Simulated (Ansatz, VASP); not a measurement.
# PbF2 (Fluorocronite): VASP beside Ansatz

Aim: how closely do two programs agree when they are given the same cell, functional and k mesh? The cell is taken from a series of VASP runs on this material, whose earlier steps may have relaxed, scaled or displaced it; both programs get it as it stands.

Method: plane waves, with VASP 6.6.1 beside it; dielectric response at PBE and single point at PBE, in Ansatz 0.2.0.

### Step 1. Starting point

The structure is cubic, space group Fm-3m (No. 225). The conventional cell has a = 5.993 Å, b = 5.993 Å, c = 5.993 Å, α = 90.00°, β = 90.00°, γ = 90.00°. Pb has 8 F at 2.60 Å nearest. Nearest to F lie 4 Pb at 2.60 Å. Farther neighbours and most contacts between anions are not listed.

### Step 2. VASP: dielectric response, PBE

The response to a field tests empty states and converges slowly with the mesh.

Lines of VASP's logs that name or quote its potential files are left out, and so is its time.

File INCAR:

```
SYSTEM = PbF2
PREC = Accurate
ENCUT = 520
EDIFF = 1E-08
NELM = 100
ISMEAR = 0
SIGMA = 0.01
LREAL = .FALSE.
ALGO = Normal
GGA = PE
NBANDS = 20
LORBIT = 11
LWAVE = .FALSE.
LCHARG = .FALSE.
KPAR = 2
LEPSILON = .TRUE.
```

File POSCAR:

```
PbF2
1.0
    0.0000000000      2.9964786990      2.9964786990
    2.9964786990      0.0000000000      2.9964786990
    2.9964786990      2.9964786990      0.0000000000
Pb F
1 2
Direct
    0.0000000000      0.0000000000      0.0000000000
    0.2500000000      0.2500000000      0.2500000000
    0.7500000000      0.7500000000      0.7500000000
```

File KPOINTS:

```
Automatic mesh
0
Gamma
10 10 10
0 0 0
```

Potentials, in the order of the species: Pb_d and F (PBE family, release 64).

The run is started by

```bash
mpirun -np 2 vasp_std
```

Numbers of over 12 decimals in the logs are rounded to 6 here.

The program printed:

```text
[banner, memory and clock lines left out]
running    2 mpi-ranks, on    1 nodes
 distrk:  each k-point on    1 cores,    2 groups
 distr:  one band on    1 cores,    1 groups

 POSCAR found type information on POSCAR PbF
 POSCAR found :  2 types and       3 ions
 LDA part: xc-table for (Slater+PW92), standard interpolation
 POSCAR, INCAR and KPOINTS ok, starting setup
 FFT: planning ... GRIDC
 FFT: planning ... GRID_SOFT
 FFT: planning ... GRID
 WAVECAR not read
 entering main loop
       N       E                     dE             d eps       ncg     rms          rms(c)
DAV:   1     0.297039710287E+03    0.29704E+03   -0.14879E+04  1900   0.159E+03
DAV:   2     0.115149372495E+02   -0.28552E+03   -0.26940E+03  2016   0.428E+02
DAV:   3    -0.155087850976E+02   -0.27024E+02   -0.26683E+02  2176   0.144E+02
DAV:   4    -0.163248497607E+02   -0.81606E+00   -0.81546E+00  2128   0.263E+01
DAV:   5    -0.163541651520E+02   -0.29315E-01   -0.29309E-01  2324   0.521E+00    0.806E+00
DAV:   6    -0.143643773542E+02    0.19898E+01   -0.96002E+00  2536   0.243E+01    0.275E+00
DAV:   7    -0.143575478868E+02    0.68295E-02   -0.47500E-01  1948   0.429E+00    0.158E+00
DAV:   8    -0.143523946958E+02    0.51532E-02   -0.10597E-01  1964   0.364E+00    0.521E-01
DAV:   9    -0.143495566190E+02    0.28381E-02   -0.20456E-02  2416   0.103E+00    0.105E-01
DAV:  10    -0.143507363952E+02   -0.11798E-02   -0.18073E-03  1900   0.433E-01    0.363E-02
DAV:  11    -0.143507018963E+02    0.34499E-04   -0.15846E-04  2212   0.125E-01    0.135E-02
DAV:  12    -0.143507140258E+02   -0.12129E-04   -0.65414E-05  2068   0.776E-02    0.125E-02
DAV:  13    -0.143507113138E+02    0.27119E-05   -0.25040E-05  2384   0.485E-02    0.282E-03
DAV:  14    -0.143507113287E+02   -0.14821E-07   -0.13108E-06  2124   0.790E-03    0.463E-04
DAV:  15    -0.143507113533E+02   -0.24614E-07   -0.29278E-08  2120   0.133E-03    0.333E-04
DAV:  16    -0.143507113525E+02    0.75579E-09   -0.56481E-09  1584   0.107E-03
   1 F= -.14350711E+02 E0= -.14350711E+02  d E =-.779770E-27
 Linear response reoptimize wavefunctions to high precision
DAV:   1    -0.143507113608E+02   -0.83173E-08   -0.20888E-09  1468   0.383E-04
DAV:   2    -0.143507113609E+02   -0.36380E-10   -0.27798E-10  1164   0.227E-04
 Linear response G [H, r] |phi>, progress :
  Direction:   1
       N       E                     dE             d eps       ncg     rms
RMM:   1    -0.107539862833E+03   -0.10754E+03    0.33071E+01  3168   0.124E+02
RMM:   2    -0.105480919708E+03    0.20589E+01   -0.13485E+01  3102   0.291E+01
RMM:   3    -0.105532028555E+03   -0.51109E-01   -0.81294E-01  3201   0.819E+00
RMM:   4    -0.105539032974E+03   -0.70044E-02   -0.14312E-01  3170   0.361E+00
RMM:   5    -0.105540851364E+03   -0.18184E-02   -0.29468E-02  3149   0.150E+00
RMM:   6    -0.105541268435E+03   -0.41707E-03   -0.10663E-02  3193   0.856E-01
RMM:   7    -0.105541423775E+03   -0.15534E-03   -0.41838E-03  3206   0.477E-01
RMM:   8    -0.105541469568E+03   -0.45793E-04   -0.16443E-03  3351   0.277E-01
RMM:   9    -0.105541480298E+03   -0.10730E-04   -0.41011E-04  3409   0.127E-01
RMM:  10    -0.105541481089E+03   -0.79083E-06   -0.11141E-04  3461   0.640E-02
RMM:  11    -0.105541481137E+03   -0.48182E-07   -0.25183E-05  3291   0.288E-02
RMM:  12    -0.105541480529E+03    0.60789E-06   -0.12575E-05  3094   0.159E-02
RMM:  13    -0.105541481640E+03   -0.11105E-05   -0.20818E-04  2881   0.681E-03
RMM:  14    -0.105541481424E+03    0.21592E-06   -0.14554E-04  2762   0.444E-03
RMM:  15    -0.105541481590E+03   -0.16590E-06   -0.17582E-04  2755   0.314E-03
RMM:  16    -0.105541481298E+03    0.29154E-06   -0.11896E-04  2712   0.246E-03
RMM:  17    -0.105541481572E+03   -0.27315E-06   -0.18199E-04  2690   0.207E-03
RMM:  18    -0.105541481530E+03    0.41251E-07   -0.14441E-04  2665   0.190E-03
RMM:  19    -0.105541481611E+03   -0.80884E-07   -0.12521E-04  2643   0.182E-03
RMM:  20    -0.105541481518E+03    0.92788E-07   -0.16979E-04  2620   0.179E-03
RMM:  21    -0.105541481575E+03   -0.56344E-07   -0.16794E-04  2591   0.175E-03
 Linear response G [H, r] |phi>, progress :
  Direction:   2
       N       E                     dE             d eps       ncg     rms
RMM:   1    -0.108425483116E+03   -0.10843E+03    0.11130E+01  3198   0.122E+02
RMM:   2    -0.104077645835E+03    0.43478E+01   -0.14415E+01  3085   0.295E+01
RMM:   3    -0.104115017496E+03   -0.37372E-01   -0.85360E-01  3192   0.843E+00
RMM:   4    -0.104125491505E+03   -0.10474E-01   -0.14284E-01  3131   0.352E+00
RMM:   5    -0.104127067596E+03   -0.15761E-02   -0.25223E-02  3151   0.142E+00
RMM:   6    -0.104127584215E+03   -0.51662E-03   -0.84913E-03  3181   0.779E-01
RMM:   7    -0.104127676446E+03   -0.92231E-04   -0.29065E-03  3153   0.419E-01
RMM:   8    -0.104127761461E+03   -0.85014E-04   -0.16034E-03  3355   0.250E-01
RMM:   9    -0.104127750133E+03    0.11327E-04   -0.48778E-04  3356   0.129E-01
[...]
RMM:   5    -0.105147575493E+03   -0.19990E-02   -0.24908E-02  3106   0.133E+00
RMM:   6    -0.105147963040E+03   -0.38755E-03   -0.10194E-02  3116   0.722E-01
RMM:   7    -0.105148024230E+03   -0.61190E-04   -0.34682E-03  3174   0.400E-01
RMM:   8    -0.105148032517E+03   -0.82869E-05   -0.11575E-03  3264   0.212E-01
RMM:   9    -0.105148039075E+03   -0.65575E-05   -0.26250E-04  3314   0.924E-02
[...]
RMM:   7    -0.360472130901E+00    0.27281E-06   -0.99382E-06  3235   0.185E-02
RMM:   8    -0.360472234131E+00   -0.10323E-06   -0.38132E-06  3276   0.115E-02
RMM:   9    -0.360472232741E+00    0.13904E-08   -0.69814E-07  2933   0.516E-03
RMM:  10    -0.360472235225E+00   -0.24843E-08   -0.18389E-07  2337   0.275E-03
RMM:  11    -0.360472235737E+00   -0.51151E-09   -0.29672E-08  1919   0.109E-03
 change of polarisation eV/A/(eV/A) component  2 :    -0.037     0.721     0.075
 dielectric tensor                  component  2 :    -0.123     3.424     0.251
 Linear response to external field (no local field effect), progress :
  Direction:   3
       N       E                     dE             d eps       ncg     rms          rms(c)
RMM:   1    -0.388699862991E+00   -0.38870E+00   -0.16196E+00  3379   0.400E+00
RMM:   2    -0.407809027684E+00   -0.19109E-01   -0.20036E-02  3314   0.973E-01
RMM:   3    -0.408148228304E+00   -0.33920E-03   -0.15428E-03  3333   0.267E-01
RMM:   4    -0.408176835200E+00   -0.28607E-04   -0.20442E-04  3106   0.991E-02
RMM:   5    -0.408181198707E+00   -0.43635E-05   -0.31907E-05  3185   0.443E-02
RMM:   6    -0.408182147950E+00   -0.94924E-06   -0.11827E-05  3216   0.236E-02
RMM:   7    -0.408182151639E+00   -0.36883E-08   -0.42729E-06  3192   0.132E-02
RMM:   8    -0.408182202295E+00   -0.50657E-07   -0.14726E-06  3056   0.766E-03
RMM:   9    -0.408182199460E+00    0.28355E-08   -0.33677E-07  2723   0.383E-03
RMM:  10    -0.408182199922E+00   -0.46193E-09   -0.86238E-08  2263   0.196E-03
 change of polarisation eV/A/(eV/A) component  3 :    -0.054     0.075     0.816
 dielectric tensor                  component  3 :    -0.182     0.251     3.745
 Linear response to external field, progress :
  Direction:   1
       N       E                     dE             d eps       ncg     rms          rms(c)
RMM:   1    -0.369718527707E+00   -0.36972E+00   -0.14932E+00  7319   0.400E+00
RMM:   2    -0.388232190292E+00   -0.18514E-01   -0.18541E-02  7137   0.960E-01    0.117E+00
RMM:   3    -0.353962787177E+00    0.34269E-01   -0.28346E-02  6335   0.120E+00    0.577E-01
RMM:   4    -0.362508952340E+00   -0.85462E-02   -0.26604E-02  7186   0.105E+00    0.139E-01
RMM:   5    -0.369018169920E+00   -0.65092E-02   -0.13189E-03  7056   0.323E-01    0.245E-02
RMM:   6    -0.370317283110E+00   -0.12991E-02   -0.13385E-04  6688   0.125E-01    0.138E-02
RMM:   7    -0.370485144744E+00   -0.16786E-03   -0.48683E-05  6286   0.586E-02    0.173E-03
RMM:   8    -0.370590878950E+00   -0.10573E-03   -0.82005E-06  6931   0.273E-02    0.875E-04
RMM:   9    -0.370566584136E+00    0.24295E-04   -0.40920E-06  6749   0.136E-02    0.341E-04
RMM:  10    -0.370574839675E+00   -0.82555E-05   -0.40119E-07  7013   0.707E-03    0.117E-04
RMM:  11    -0.370574622979E+00    0.21670E-06   -0.43118E-07  7103   0.319E-03    0.674E-05
RMM:  12    -0.370574370283E+00    0.25270E-06    0.18474E-07  6433   0.145E-03    0.283E-05
RMM:  13    -0.370573969910E+00    0.40037E-06   -0.27738E-07  5358   0.554E-04    0.215E-05
RMM:  14    -0.370573721999E+00    0.24791E-06    0.79152E-08  4759   0.238E-04    0.402E-06
 change of polarisation eV/A/(eV/A) component  1 :     0.680    -0.019    -0.011
 dielectric tensor                  component  1 :     3.285    -0.064    -0.037
 Linear response to external field, progress :
  Direction:   2
       N       E                     dE             d eps       ncg     rms          rms(c)
RMM:   1    -0.369688654465E+00   -0.36969E+00   -0.14929E+00  7344   0.401E+00
RMM:   2    -0.388231997944E+00   -0.18543E-01   -0.18551E-02  7133   0.960E-01    0.117E+00
RMM:   3    -0.353959824675E+00    0.34272E-01   -0.28339E-02  6340   0.120E+00    0.577E-01
RMM:   4    -0.362507412973E+00   -0.85476E-02   -0.26601E-02  7192   0.105E+00    0.139E-01
RMM:   5    -0.369015574127E+00   -0.65082E-02   -0.13162E-03  7062   0.322E-01    0.245E-02
RMM:   6    -0.370317334899E+00   -0.13018E-02   -0.13147E-04  6693   0.125E-01    0.138E-02
RMM:   7    -0.370485325124E+00   -0.16799E-03   -0.49683E-05  6295   0.586E-02    0.172E-03
RMM:   8    -0.370590703856E+00   -0.10538E-03   -0.71845E-06  6948   0.275E-02    0.875E-04
RMM:   9    -0.370566675447E+00    0.24028E-04   -0.44904E-06  6750   0.136E-02    0.341E-04
RMM:  10    -0.370574819372E+00   -0.81439E-05   -0.26066E-07  7014   0.718E-03    0.117E-04
RMM:  11    -0.370574626299E+00    0.19307E-06   -0.54052E-07  7042   0.322E-03    0.673E-05
RMM:  12    -0.370574314728E+00    0.31157E-06    0.24274E-07  6438   0.150E-03    0.297E-05
RMM:  13    -0.370573933851E+00    0.38088E-06   -0.23796E-07  5438   0.589E-04    0.212E-05
RMM:  14    -0.370573729742E+00    0.20411E-06    0.94075E-08  4656   0.243E-04    0.258E-06
 change of polarisation eV/A/(eV/A) component  2 :    -0.004     0.680     0.015
 dielectric tensor                  component  2 :    -0.013     3.285     0.050
 Linear response to external field, progress :
  Direction:   3
       N       E                     dE             d eps       ncg     rms          rms(c)
RMM:   1    -0.369689105595E+00   -0.36969E+00   -0.14929E+00  7342   0.400E+00
RMM:   2    -0.388233705004E+00   -0.18545E-01   -0.18517E-02  7134   0.960E-01    0.117E+00
RMM:   3    -0.353958454646E+00    0.34275E-01   -0.28332E-02  6342   0.120E+00    0.577E-01
RMM:   4    -0.362507093596E+00   -0.85486E-02   -0.26609E-02  7192   0.105E+00    0.139E-01
RMM:   5    -0.369013861994E+00   -0.65068E-02   -0.13117E-03  7063   0.322E-01    0.245E-02
RMM:   6    -0.370317300919E+00   -0.13034E-02   -0.13186E-04  6694   0.125E-01    0.138E-02
RMM:   7    -0.370485354640E+00   -0.16805E-03   -0.49142E-05  6290   0.585E-02    0.172E-03
RMM:   8    -0.370590706989E+00   -0.10535E-03   -0.73186E-06  6948   0.277E-02    0.874E-04
RMM:   9    -0.370566834858E+00    0.23872E-04   -0.44388E-06  6759   0.136E-02    0.339E-04
RMM:  10    -0.370574817962E+00   -0.79831E-05   -0.26290E-07  7005   0.719E-03    0.117E-04
RMM:  11    -0.370574611802E+00    0.20616E-06   -0.52603E-07  7045   0.323E-03    0.675E-05
RMM:  12    -0.370574285854E+00    0.32595E-06    0.23141E-07  6440   0.150E-03    0.293E-05
RMM:  13    -0.370573911712E+00    0.37414E-06   -0.22123E-07  5381   0.595E-04    0.212E-05
RMM:  14    -0.370573708995E+00    0.20272E-06    0.11129E-07  4700   0.238E-04    0.260E-06
 change of polarisation eV/A/(eV/A) component  3 :     0.010     0.004     0.680
 dielectric tensor                  component  3 :     0.033     0.014     3.285
 Born effective charges drift removed
```

From OUTCAR (step 2):

```text
ion  position               nearest neighbor table
   1  0.000  0.000  0.000-   3 2.60   3 2.60   3 2.60   2 2.60   2 2.60   2 2.60   3 2.60   2 2.60

  LATTYP: Found a face centered cubic cell.
 ALAT       =     5.9929573980

 Subroutine GETGRP returns: Found 48 space group operations
 (whereof 48 operations were pure point group operations)

The static configuration has the point symmetry O_h .

 Found     47 irreducible k-points:

   k-points           NKPTS =     47   k-points in BZ     NKDIM =     47   number of bands    NBANDS=     20

   dimension x,y,z NGX =    32 NGY =   32 NGZ =   32
   dimension x,y,z NGXF=    64 NGYF=   64 NGZF=   64

   ENCUT  =  520.0 eV  38.22 Ry    6.18 a.u.   7.88  7.88  7.88*2*pi/ulx,y,z

   NELECT =      28.0000    total number of electrons

 k-points in reciprocal lattice and weights: Automatic mesh
   0.00000000  0.00000000  0.00000000       0.001
   0.10000000  0.00000000  0.00000000       0.008
   0.20000000  0.00000000  0.00000000       0.008
   0.30000000  0.00000000  0.00000000       0.008
   0.40000000  0.00000000  0.00000000       0.008
   0.50000000  0.00000000  0.00000000       0.004
   0.10000000  0.10000000  0.00000000       0.006
   0.20000000  0.10000000  0.00000000       0.024
   0.30000000  0.10000000  0.00000000       0.024
[...]
-0.30000000  0.40000000  0.20000000       0.024
  -0.30000000  0.50000000  0.20000000       0.012

 average (electrostatic) potential at core
       1 -93.4433       2 -75.4956       3 -75.4956

  Total        0.0194841      0.0194841      0.0194841     -0.0000000     -0.0000000     -0.0000000
  in kB        0.5801316      0.5801316      0.5801316     -0.0000000     -0.0000000     -0.0000000
  external PRESSURE =       0.5801316 kB  Pullay stress =       0.0000000 kB

  energy-cutoff  :      520.00
  volume of cell :       53.81
      direct lattice vectors                 reciprocal lattice vectors
     0.000000000  2.996478699  2.996478699    -0.166862524  0.166862524  0.166862524
     2.996478699  0.000000000  2.996478699     0.166862524 -0.166862524  0.166862524
     2.996478699  2.996478699  0.000000000     0.166862524  0.166862524 -0.166862524

 POSITION                                       TOTAL-FORCE (eV/Angst)
 -----------------------------------------------------------------------------------
      0.00000      0.00000      0.00000         0.000000      0.000000      0.000000
      1.49824      1.49824      1.49824         0.000000     -0.000000     -0.000000
      4.49472      4.49472      4.49472        -0.000000     -0.000000      0.000000
 -----------------------------------------------------------------------------------
    total drift:                                0.000000     -0.000000      0.000000

 MACROSCOPIC STATIC DIELECTRIC TENSOR (including local field effects in DFT)
 ------------------------------------------------------
           3.285212     0.000000    -0.000000
          -0.000000     3.285212    -0.000000
          -0.000000     0.000000     3.285212
 ------------------------------------------------------

 PIEZOELECTRIC TENSOR (including local field effects)  for field in x, y, z        (C/m^2)
          XX          YY          ZZ          XY          YZ          ZX
  --------------------------------------------------------------------------------
  x     0.00000     0.00000     0.00000     0.00000     0.00000     0.00000
  y     0.00000     0.00000     0.00000     0.00000     0.00000     0.00000
  z     0.00000     0.00000     0.00000     0.00000     0.00000     0.00000

 BORN EFFECTIVE CHARGES (including local field effects) (in |e|, cummulative output)
 ---------------------------------------------------------------------------------
 ion    1
    1     3.16416     0.00000     0.00000
    2     0.00000     3.16416     0.00000
    3     0.00000     0.00000     3.16416
 ion    2
    1    -1.58208     0.00000     0.00000
    2     0.00000    -1.58208     0.00000
    3     0.00000     0.00000    -1.58208
 ion    3
    1    -1.58208     0.00000     0.00000
    2     0.00000    -1.58208     0.00000
    3     0.00000     0.00000    -1.58208
```

(Part 1 of 2 ends here.)

[Lines on the potential files, build, host, timing and source positions are cut from VASP's logs without a mark.]

[Logs are printed without paths, hosts, clocks, repeated set-up lines and the standing remarks that a program may print on its own settings, such as how far it seeks lower states.]

[Hosts, paths, dates, database ids (printed as entryN), source tags and the programs' standing remarks are cut or masked in the printed files.]
